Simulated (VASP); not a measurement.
Ag:

```
Ag
1.0
     0.00000    2.06750    2.06750
     2.06750    0.00000    2.06750
     2.06750    2.06750    0.00000
Ag
1
Cartesian
  0.0000 0.0000 0.0000
```

| Property | Result |
| --- | --- |
| Program | VASP 6.6.1 |
| Task | relaxation of cell and atoms |
| Functional | r2SCAN |
| Potentials or basis | VASP PAW PBE potentials, release 64 (Ag) |
| Cutoff | 600 eV |
| k mesh | 18 × 18 × 18 |
| Occupations | gaussian, width 0.1 eV |
| Spin | no spin polarisation |

At the start: pressure -2.1 GPa; volume 17.68 Å³/atom.

Task: How do energy, volume and symmetry change on relaxing?

Result: Over 3 steps the energy falls by 2.5 meV/atom and the volume is 17.30 Å³/atom (-2.1 %); space group Fm-3m (No. 225, to 0.05 Å).

The path:
| step | energy change (eV) | largest force (eV/Å) | pressure (GPa) | volume (Å³) |
| --- | --- | --- | --- | --- |
| 1 | 0.0000 | 0.0000 | -2.10 | 17.68 |
| 2 | -0.0016 | 0.0000 | 1.36 | 17.09 |
| 3 | -0.0025 | 0.0000 | 0.01 | 17.30 |

Final structure:
```
Ag
1.0
     0.00000    2.05282    2.05282
     2.05282    0.00000    2.05282
     2.05282    2.05282    0.00000
Ag
1
Direct
  0.00000 0.00000 0.00000
```

Caveat: the PAW data sets were made with another functional, which shifts forces and pressure a little.
